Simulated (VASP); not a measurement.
# How SCF solver and k-mesh change a VASP run on Ag (Silver), part 2 of 3

A convergence test on Ag (Silver): the SCF solver and k-mesh. The series runs use r2SCAN. The start is a cell from a database of measured crystal structures.

VASP 6.6.1; r2SCAN; plane waves and PAW (Ag).

Still holding for the runs below: This run has no spin polarisation. Its electron count is odd, so without a moment it is a metal by construction.

So far. Step 5 (SCF solver: ALGO = All): Against the first of the series the energy stays within 0.01 meV an atom; the pressure moves by -0.02 GPa, after 14 cycles in 30 s. Step 6 (SCF solver: ALGO = Damped): Against the first of the series the energy stays within 0.01 meV an atom; the pressure moves by +0.10 GPa, after 20 cycles in 30 s.

## Step 7: SCF solver: AMIX = 0.1, BMIX = 0.01

Contents of INCAR:

```
SYSTEM = Ag
PREC = Accurate
ENCUT = 400
EDIFF = 1E-06
NELM = 100
ISMEAR = -1
SIGMA = 0.05
LREAL = .FALSE.
ALGO = Normal
METAGGA = R2SCAN
LASPH = .TRUE.
NBANDS = 11
LORBIT = 11
LWAVE = .FALSE.
LCHARG = .FALSE.
KPAR = 2
ISIF = 2
AMIX = 0.1
BMIX = 0.01
```

Contents of POSCAR:

```
Ag
1.0
    0.0000000000      2.0427500000      2.0427500000
    2.0427500000      0.0000000000      2.0427500000
    2.0427500000      2.0427500000      0.0000000000
Ag
1
Direct
    0.0000000000      0.0000000000      0.0000000000
```

Contents of KPOINTS:

```
Automatic mesh
0
Gamma
9 9 9
0 0 0
```

Potentials, in the order of the species: Ag (PBE family, release 64).

Started as:

```console
$ mpirun -np 2 vasp_std
```

Log:

```text
[... set-up lines as in an earlier step ...]
 entering main loop
       N       E                     dE             d eps       ncg     rms          rms(c)
[... 5 cycles as in an earlier step ...]
DAV:   6    -0.213923998668E+02    0.34474E+01   -0.23661E+00   770   0.157E+01    0.433E+00
DAV:   7    -0.213882121950E+02    0.41877E-02   -0.23445E-02   909   0.167E+00    0.388E+00
DAV:   8    -0.215270108286E+02   -0.13880E+00   -0.12933E+00   878   0.116E+01    0.262E+00
DAV:   9    -0.214501215465E+02    0.76889E-01   -0.48077E-02   821   0.202E+00    0.202E+00
[...]
DAV:  14    -0.213763172545E+02   -0.45678E-05   -0.18124E-04   860   0.138E-01    0.231E-02
DAV:  15    -0.213763125030E+02    0.47515E-05   -0.16439E-05   827   0.402E-02    0.682E-03
DAV:  16    -0.213763127352E+02   -0.23224E-06   -0.10394E-06   436   0.105E-02
   1 F= -.21376313E+02 E0= -.21375886E+02  d E =-.853560E-03
```

Run time: 28 s. Hardware: 2 MPI ranks of Intel Xeon Platinum 8488C (Sapphire Rapids), shared host; peak memory 0.22 GiB.

From OUTCAR (step 7):

```text
  Total        0.1267881      0.1267881      0.1267881      0.0000000      0.0000000     -0.0000000
  in kB       11.9155313     11.9155313     11.9155313      0.0000000      0.0000000     -0.0000000
  external PRESSURE =      11.9155313 kB  Pullay stress =       0.0000000 kB

  FREE ENERGIE OF THE ION-ELECTRON SYSTEM (eV)
  ---------------------------------------------------
  free  energy   TOTEN  =       -21.3763127352 eV

  energy  without entropy=      -21.3754591755  energy(sigma->0) =      -21.37588596

[... 3 parts as in an earlier step ...]

[... 1 further part left out ...]
[key lines of the parts left out:]
E-fermi :   8.7983
```

Against the first of the series the energy stays within 0.01 meV an atom; the pressure moves by +0.07 GPa, after 16 cycles in 28 s.

## Step 8: SCF solver: AMIX = 0.8

Edit INCAR of step 7 so:

```diff
@@ -17,3 +17,2 @@
 ISIF = 2
-AMIX = 0.1
-BMIX = 0.01
+AMIX = 0.8
```

POSCAR is that of step 7.

KPOINTS is that of step 7.

Started as:

```console
$ mpirun -np 2 vasp_std
```

Log:

```text
[... set-up lines as in an earlier step ...]
 entering main loop
       N       E                     dE             d eps       ncg     rms          rms(c)
[... 5 cycles as in an earlier step ...]
DAV:   6    -0.219895101196E+02    0.28503E+01   -0.13413E+01   836   0.370E+01    0.860E+00
DAV:   7    -0.213812613875E+02    0.60825E+00   -0.18350E+00   839   0.127E+01    0.259E+00
DAV:   8    -0.213778147883E+02    0.34466E-02   -0.19617E-01   829   0.449E+00    0.405E-01
DAV:   9    -0.213765658261E+02    0.12490E-02   -0.49501E-03   833   0.630E-01    0.158E-01
DAV:  10    -0.213762952278E+02    0.27060E-03   -0.15671E-03   909   0.386E-01    0.353E-02
DAV:  11    -0.213763087680E+02   -0.13540E-04   -0.15824E-05   824   0.349E-02    0.160E-02
DAV:  12    -0.213763119309E+02   -0.31630E-05   -0.24002E-06   866   0.159E-02    0.711E-03
DAV:  13    -0.213763113670E+02    0.56391E-06   -0.21142E-07   436   0.454E-03
   1 F= -.21376311E+02 E0= -.21375885E+02  d E =-.853290E-03
```

Wall time 19 s (2 MPI ranks); peak memory 0.23 GiB; 26 s of CPU time.

OUTCAR, selected parts (step 8):

```text
  Total        0.1207072      0.1207072      0.1207072     -0.0000000      0.0000000     -0.0000000
  in kB       11.3440531     11.3440531     11.3440531     -0.0000000      0.0000000     -0.0000000
  external PRESSURE =      11.3440531 kB  Pullay stress =       0.0000000 kB

  FREE ENERGIE OF THE ION-ELECTRON SYSTEM (eV)
  ---------------------------------------------------
  free  energy   TOTEN  =       -21.3763113670 eV

  energy  without entropy=      -21.3754580774  energy(sigma->0) =      -21.37588472

[... 3 parts as in an earlier step ...]

[... 1 further part left out ...]
[key lines of the parts left out:]
E-fermi :   8.7978
```

Against the first of the series the energy stays within 0.01 meV an atom; the pressure moves by +0.02 GPa, after 13 cycles in 19 s.

## Step 9: SCF solver: IMIX = 1, AMIX = 0.2

Edit INCAR of step 8 so:

```diff
@@ -17,2 +17,3 @@
 ISIF = 2
-AMIX = 0.8
+IMIX = 1
+AMIX = 0.2
```

POSCAR is that of step 8.

KPOINTS is that of step 8.

Started as:

```console
$ mpirun -np 2 vasp_std
```

Log:

```text
[... set-up lines as in an earlier step ...]
 entering main loop
       N       E                     dE             d eps       ncg     rms          rms(c)
[... 5 cycles as in an earlier step ...]
DAV:   6    -0.213662340374E+02    0.34735E+01   -0.32546E+00   773   0.183E+01    0.412E+00
DAV:   7    -0.213785653739E+02   -0.12331E-01   -0.11110E-02   900   0.110E+00    0.347E+00
DAV:   8    -0.213766559047E+02    0.19095E-02   -0.20365E-03   890   0.465E-01    0.286E+00
DAV:   9    -0.213760673162E+02    0.58859E-03   -0.88120E-04   889   0.303E-01    0.234E+00
[...]
DAV:  29    -0.213763072014E+02   -0.15113E-05   -0.25903E-07   424   0.478E-03    0.364E-02
DAV:  30    -0.213763083145E+02   -0.11131E-05   -0.18139E-07   427   0.401E-03    0.296E-02
DAV:  31    -0.213763091296E+02   -0.81512E-06   -0.12712E-07   412   0.336E-03
   1 F= -.21376309E+02 E0= -.21375882E+02  d E =-.853572E-03
```

The job ended after 51 s (2 MPI ranks; peak memory 0.22 GiB).

Parts of OUTCAR (step 9):

```text
  Total        0.1191566      0.1191566      0.1191566      0.0000000     -0.0000000      0.0000000
  in kB       11.1983241     11.1983241     11.1983241      0.0000000     -0.0000000      0.0000000
  external PRESSURE =      11.1983241 kB  Pullay stress =       0.0000000 kB

 POSITION                                       TOTAL-FORCE (eV/Angst)
 -----------------------------------------------------------------------------------
      0.00000      0.00000      0.00000        -0.000000     -0.000000      0.000000
 -----------------------------------------------------------------------------------
    total drift:                                0.000000      0.000000      0.000000

  FREE ENERGIE OF THE ION-ELECTRON SYSTEM (eV)
  ---------------------------------------------------
  free  energy   TOTEN  =       -21.3763091296 eV

  energy  without entropy=      -21.3754555574  energy(sigma->0) =      -21.37588234

[... 2 parts as in an earlier step ...]

[... 1 further part left out ...]
[key lines of the parts left out:]
E-fermi :   8.7988
```

Against the first of the series the energy stays within 0.01 meV an atom and the pressure within 0.01 GPa, after 31 cycles in 51 s.

## Step 10: The SCF solver series as a table

This step: convergence of r2SCAN results with the solver; plane waves and PAW (VASP 6.6.1).

Derived from the runs above.

Differences are taken from the run with ALGO = Normal. Results of the series, by row:

```csv
setting,status,energy less the reference (meV/atom),pressure (GPa),SCF cycles,wall time (s)
ALGO = Normal,converged,0,1.117,13,24.1
ALGO = Fast,converged,-0.0022,1.277,14,28
ALGO = VeryFast,converged,-9.00e-5,1.053,20,31
ALGO = All,converged,-1.50e-4,1.098,14,30
ALGO = Damped,converged,6.70e-4,1.221,20,30
"AMIX = 0.1, BMIX = 0.01",converged,-0.00125,1.192,16,28
AMIX = 0.8,converged,-1.00e-5,1.134,13,18.8
"IMIX = 1, AMIX = 0.2",converged,0.00237,1.12,31,51.1
```

## Step 11: K-mesh: 3 3 3

This step: r2SCAN; plane waves and PAW (Ag) (VASP 6.6.1).

The sum over the zone converges with the mesh, fast for insulators and slowly for metals.

Edit INCAR of step 9 so:

```diff
@@ -17,3 +17 @@
 ISIF = 2
-IMIX = 1
-AMIX = 0.2
```

POSCAR is that of step 9.

Contents of KPOINTS:

```
Automatic mesh
0
Gamma
3 3 3
0 0 0
```

Started as:

```console
$ mpirun -np 2 vasp_std
```

Log:

```text
[... set-up lines as in an earlier step ...]
 entering main loop
       N       E                     dE             d eps       ncg     rms          rms(c)
DAV:   1     0.268051603899E+02    0.26805E+02   -0.48495E+03    88   0.731E+02
DAV:   2    -0.243958999413E+02   -0.51201E+02   -0.50231E+02   103   0.193E+02
DAV:   3    -0.251556682874E+02   -0.75977E+00   -0.75944E+00   100   0.250E+01
DAV:   4    -0.251583684466E+02   -0.27002E-02   -0.27000E-02    97   0.150E+00
DAV:   5    -0.251583998431E+02   -0.31397E-04   -0.31397E-04   111   0.135E-01    0.558E+00
DAV:   6    -0.217368618640E+02    0.34215E+01   -0.56630E+00    94   0.243E+01    0.423E+00
DAV:   7    -0.217018091114E+02    0.35053E-01   -0.15321E-01   100   0.336E+00    0.228E+00
DAV:   8    -0.217009731763E+02    0.83594E-03   -0.48503E-02    94   0.209E+00    0.339E-01
DAV:   9    -0.216989020433E+02    0.20711E-02   -0.97546E-03    97   0.948E-01    0.439E-02
DAV:  10    -0.216990818556E+02   -0.17981E-03   -0.49097E-04   103   0.229E-01    0.515E-02
DAV:  11    -0.216990423804E+02    0.39475E-04   -0.11458E-04   100   0.101E-01    0.148E-02
DAV:  12    -0.216990386485E+02    0.37319E-05   -0.21436E-05   109   0.480E-02    0.252E-03
DAV:  13    -0.216990384065E+02    0.24199E-06   -0.45037E-07    56   0.605E-03
   1 F= -.21699038E+02 E0= -.21692790E+02  d E =-.124963E-01
```

Elapsed: 15 s, on 2 MPI ranks; peak memory 0.22 GiB; 20 s of CPU time.

From OUTCAR (step 11):

```text
   k-points           NKPTS =      4   k-points in BZ     NKDIM =      4   number of bands    NBANDS=     11

   NELECT =      11.0000    total number of electrons

 E-fermi :   6.2323

 k-point     1 :       0.0000    0.0000    0.0000
  band No.  band energies     occupation
    ...
      2       3.2842      2.00000
      3       3.2842      2.00000
      4       3.2842      2.00000
      5       4.3286      2.00000
      6       4.3286      2.00000
      7      25.0703      0.00000
      8      28.8234      0.00000
      9      28.8234      0.00000
     10      28.8234      0.00000
     11      33.7890      0.00000

  Total       -0.2235419     -0.2235419     -0.2235419      0.0000000     -0.0000000      0.0000000
  in kB      -21.0084387    -21.0084387    -21.0084387      0.0000000     -0.0000000      0.0000000
  external PRESSURE =     -21.0084387 kB  Pullay stress =       0.0000000 kB

  FREE ENERGIE OF THE ION-ELECTRON SYSTEM (eV)
  ---------------------------------------------------
  free  energy   TOTEN  =       -21.6990384065 eV

  energy  without entropy=      -21.6865420700  energy(sigma->0) =      -21.69279024

[... 7 parts as in an earlier step ...]

[... 8 further parts left out ...]
```

Numbers from this step:

* SCF cycles: 13
* irreducible k-points: 4
* free energy (TOTEN): -21.70 eV
* energy at zero smearing: -21.69 eV
* Fermi energy: 6.232 eV
* pressure: -2.101 GPa

The series starts at -21.6928 eV an atom and -2.10 GPa, after 13 cycles in 15 s.

## Step 12: K-mesh: 4 4 4

INCAR is that of step 11.

POSCAR is that of step 11.

Contents of KPOINTS:

```
Automatic mesh
0
Gamma
4 4 4
0 0 0
```

Started as:

```console
$ mpirun -np 2 vasp_std
```

Log:

```text
[... set-up lines as in an earlier step ...]
 entering main loop
       N       E                     dE             d eps       ncg     rms          rms(c)
DAV:   1     0.163980262287E+02    0.16398E+02   -0.45365E+03   184   0.739E+02
DAV:   2    -0.240766523618E+02   -0.40475E+02   -0.37582E+02   203   0.171E+02
DAV:   3    -0.246337324397E+02   -0.55708E+00   -0.55691E+00   202   0.214E+01
DAV:   4    -0.246355489278E+02   -0.18165E-02   -0.18165E-02   200   0.124E+00
[...]
DAV:  11    -0.211701974830E+02    0.44626E-04   -0.18622E-04   182   0.133E-01    0.112E-02
DAV:  12    -0.211701966083E+02    0.87476E-06   -0.20265E-05   194   0.478E-02    0.661E-03
DAV:  13    -0.211701960975E+02    0.51075E-06   -0.44266E-06   146   0.204E-02
   1 F= -.21170196E+02 E0= -.21166948E+02  d E =-.649520E-02
```

The job ended after 14 s (2 MPI ranks; peak memory 0.22 GiB).

From OUTCAR (step 12):

```text
  Total        0.2414520      0.2414520      0.2414520      0.0000000     -0.0000000      0.0000000
  in kB       22.6916290     22.6916290     22.6916290      0.0000000     -0.0000000      0.0000000
  external PRESSURE =      22.6916290 kB  Pullay stress =       0.0000000 kB

  FREE ENERGIE OF THE ION-ELECTRON SYSTEM (eV)
  ---------------------------------------------------
  free  energy   TOTEN  =       -21.1701960975 eV

  energy  without entropy=      -21.1637009001  energy(sigma->0) =      -21.16694850

[... 2 parts as in an earlier step ...]

[... 2 further parts left out ...]
[key lines of the parts left out:]
E-fermi :   9.3143
```

Against the run before the energy moves by +525.84 meV an atom and the pressure by +4.37 GPa, after 13 cycles in 14 s.

## Step 13: K-mesh: 5 5 5

INCAR is that of step 12.

POSCAR is that of step 12.

Contents of KPOINTS:

```
Automatic mesh
0
Gamma
5 5 5
0 0 0
```

Started as:

```console
$ mpirun -np 2 vasp_std
```

Log:

```text
[... set-up lines as in an earlier step ...]
 entering main loop
       N       E                     dE             d eps       ncg     rms          rms(c)
DAV:   1     0.183470257780E+02    0.18347E+02   -0.48624E+03   228   0.739E+02
DAV:   2    -0.243221259915E+02   -0.42669E+02   -0.39408E+02   253   0.174E+02
DAV:   3    -0.249360413613E+02   -0.61392E+00   -0.61360E+00   258   0.221E+01
DAV:   4    -0.249380784006E+02   -0.20370E-02   -0.20370E-02   247   0.136E+00
[...]
DAV:  11    -0.214839796336E+02    0.43501E-04   -0.13164E-04   244   0.110E-01    0.139E-02
DAV:  12    -0.214839763808E+02    0.32528E-05   -0.17823E-05   247   0.442E-02    0.198E-03
DAV:  13    -0.214839762999E+02    0.80860E-07   -0.28789E-07   116   0.491E-03
   1 F= -.21483976E+02 E0= -.21482346E+02  d E =-.326013E-02
```

Wall time 14 s (2 MPI ranks); peak memory 0.22 GiB; 15 s of CPU time.

Parts of OUTCAR (step 13):

```text
  Total        0.0369073      0.0369073      0.0369073      0.0000000      0.0000000      0.0000000
  in kB        3.4685470      3.4685470      3.4685470      0.0000000      0.0000000      0.0000000
  external PRESSURE =       3.4685470 kB  Pullay stress =       0.0000000 kB

  FREE ENERGIE OF THE ION-ELECTRON SYSTEM (eV)
  ---------------------------------------------------
  free  energy   TOTEN  =       -21.4839762999 eV

  energy  without entropy=      -21.4807161722  energy(sigma->0) =      -21.48234624

[... 2 parts as in an earlier step ...]

[... 2 further parts left out ...]
[key lines of the parts left out:]
E-fermi :   8.1025
```

Against the run before the energy moves by -315.40 meV an atom and the pressure by -1.92 GPa, after 13 cycles in 14 s.

## Step 14: K-mesh: 6 6 6

INCAR is that of step 13.

POSCAR is that of step 13.

Contents of KPOINTS:

```
Automatic mesh
0
Gamma
6 6 6
0 0 0
```

Started as:

```console
$ mpirun -np 2 vasp_std
```

Log:

```text
[... set-up lines as in an earlier step ...]
 entering main loop
       N       E                     dE             d eps       ncg     rms          rms(c)
DAV:   1     0.176845922575E+02    0.17685E+02   -0.48681E+03   368   0.747E+02
DAV:   2    -0.242729423682E+02   -0.41958E+02   -0.40141E+02   397   0.176E+02
DAV:   3    -0.247456751688E+02   -0.47273E+00   -0.47250E+00   397   0.199E+01
DAV:   4    -0.247477174313E+02   -0.20423E-02   -0.20422E-02   382   0.131E+00
[...]
DAV:  11    -0.212876911529E+02    0.31779E-04   -0.13281E-04   367   0.108E-01    0.131E-02
DAV:  12    -0.212876885731E+02    0.25798E-05   -0.16999E-05   411   0.431E-02    0.363E-03
DAV:  13    -0.212876884157E+02    0.15738E-06   -0.20558E-06   200   0.136E-02
   1 F= -.21287688E+02 E0= -.21283806E+02  d E =-.776389E-02
```

Elapsed: 17 s, on 2 MPI ranks; peak memory 0.22 GiB.

Parts of OUTCAR (step 14):

```text
  Total        0.2301595      0.2301595      0.2301595     -0.0000000     -0.0000000      0.0000000
  in kB       21.6303618     21.6303618     21.6303618     -0.0000000     -0.0000000      0.0000000
  external PRESSURE =      21.6303618 kB  Pullay stress =       0.0000000 kB

 POSITION                                       TOTAL-FORCE (eV/Angst)
 -----------------------------------------------------------------------------------
      0.00000      0.00000      0.00000         0.000000     -0.000000      0.000000
 -----------------------------------------------------------------------------------
    total drift:                                0.000000      0.000000      0.000000

  FREE ENERGIE OF THE ION-ELECTRON SYSTEM (eV)
  ---------------------------------------------------
  free  energy   TOTEN  =       -21.2876884157 eV

  energy  without entropy=      -21.2799245222  energy(sigma->0) =      -21.28380647

[... 1 part as in an earlier step ...]

[... 2 further parts left out ...]
[key lines of the parts left out:]
E-fermi :   8.2352
```

Against the run before the energy moves by +198.54 meV an atom and the pressure by +1.82 GPa, after 13 cycles in 17 s.

## Step 15: K-mesh: 8 8 8

INCAR is that of step 14.

POSCAR is that of step 14.

Contents of KPOINTS:

```
Automatic mesh
0
Gamma
8 8 8
0 0 0
```

Started as:

```console
$ mpirun -np 2 vasp_std
```

Log:

```text
[... set-up lines as in an earlier step ...]
 entering main loop
       N       E                     dE             d eps       ncg     rms          rms(c)
DAV:   1     0.208686693405E+02    0.20869E+02   -0.49785E+03   662   0.753E+02
DAV:   2    -0.241589285834E+02   -0.45028E+02   -0.42686E+02   734   0.177E+02
DAV:   3    -0.247806110981E+02   -0.62168E+00   -0.62145E+00   727   0.224E+01
DAV:   4    -0.247829216595E+02   -0.23106E-02   -0.23105E-02   716   0.146E+00
[...]
DAV:  11    -0.213284040651E+02    0.36405E-04   -0.13615E-04   689   0.111E-01    0.130E-02
DAV:  12    -0.213284014778E+02    0.25872E-05   -0.14529E-05   756   0.401E-02    0.206E-03
DAV:  13    -0.213284015212E+02   -0.43311E-07   -0.10050E-06   369   0.942E-03
   1 F= -.21328402E+02 E0= -.21326364E+02  d E =-.407551E-02
```

Elapsed: 20 s, on 2 MPI ranks; peak memory 0.23 GiB; 27 s of CPU time.

OUTCAR, selected parts (step 15):

```text
  Total        0.2089469      0.2089469      0.2089469      0.0000000      0.0000000     -0.0000000
  in kB       19.6368096     19.6368096     19.6368096      0.0000000      0.0000000     -0.0000000
  external PRESSURE =      19.6368096 kB  Pullay stress =       0.0000000 kB

  FREE ENERGIE OF THE ION-ELECTRON SYSTEM (eV)
  ---------------------------------------------------
  free  energy   TOTEN  =       -21.3284015212 eV

  energy  without entropy=      -21.3243260142  energy(sigma->0) =      -21.32636377

[... 2 parts as in an earlier step ...]

[... 2 further parts left out ...]
[key lines of the parts left out:]
E-fermi :   8.2236
```

Against the run before the energy moves by -42.56 meV an atom and the pressure by -0.20 GPa, after 13 cycles in 20 s.

## Step 16: K-mesh: 11 11 11

INCAR is that of step 15.

POSCAR is that of step 15.

Contents of KPOINTS:

```
Automatic mesh
0
Gamma
11 11 11
0 0 0
```

Started as:

```console
$ mpirun -np 2 vasp_std
```

Log:

```text
[... set-up lines as in an earlier step ...]
 entering main loop
       N       E                     dE             d eps       ncg     rms          rms(c)
DAV:   1     0.215861128424E+02    0.21586E+02   -0.48268E+03  1275   0.744E+02
DAV:   2    -0.242314511217E+02   -0.45818E+02   -0.43569E+02  1391   0.180E+02
DAV:   3    -0.248263756225E+02   -0.59492E+00   -0.59466E+00  1402   0.223E+01
DAV:   4    -0.248288331798E+02   -0.24576E-02   -0.24575E-02  1378   0.148E+00
[...]
DAV:  11    -0.213595177842E+02    0.37167E-04   -0.12987E-04  1351   0.109E-01    0.127E-02
DAV:  12    -0.213595151155E+02    0.26687E-05   -0.12918E-05  1447   0.380E-02    0.123E-03
DAV:  13    -0.213595151413E+02   -0.25773E-07   -0.43635E-07   685   0.615E-03
   1 F= -.21359515E+02 E0= -.21357901E+02  d E =-.322749E-02
```

Run time: 24 s. Hardware: 2 MPI ranks; peak memory 0.23 GiB.

OUTCAR, selected parts (step 16):

```text
  Total        0.1159072      0.1159072      0.1159072      0.0000000      0.0000000     -0.0000000
  in kB       10.8929466     10.8929466     10.8929466      0.0000000      0.0000000     -0.0000000
  external PRESSURE =      10.8929466 kB  Pullay stress =       0.0000000 kB

  FREE ENERGIE OF THE ION-ELECTRON SYSTEM (eV)
  ---------------------------------------------------
  free  energy   TOTEN  =       -21.3595151413 eV

  energy  without entropy=      -21.3562876501  energy(sigma->0) =      -21.35790140

[... 2 parts as in an earlier step ...]

[... 2 further parts left out ...]
[key lines of the parts left out:]
E-fermi :   8.7135
```

Against the run before the energy moves by -31.54 meV an atom and the pressure by -0.87 GPa, after 13 cycles in 24 s.

(Continued in part 3 of 3.)

[Lines on the potential files, build, host, timing and source positions are cut from VASP's logs without a mark.]

[Logs are printed without paths, hosts, clocks, repeated set-up lines and the standing remarks that a program may print on its own settings, such as how far it seeks lower states.]

[Hosts, paths, dates, database ids (printed as entryN), source tags and the programs' standing remarks are cut or masked in the printed files.]

[A measured line is paired with the nearest computed mode of its activity, which favours agreement.]
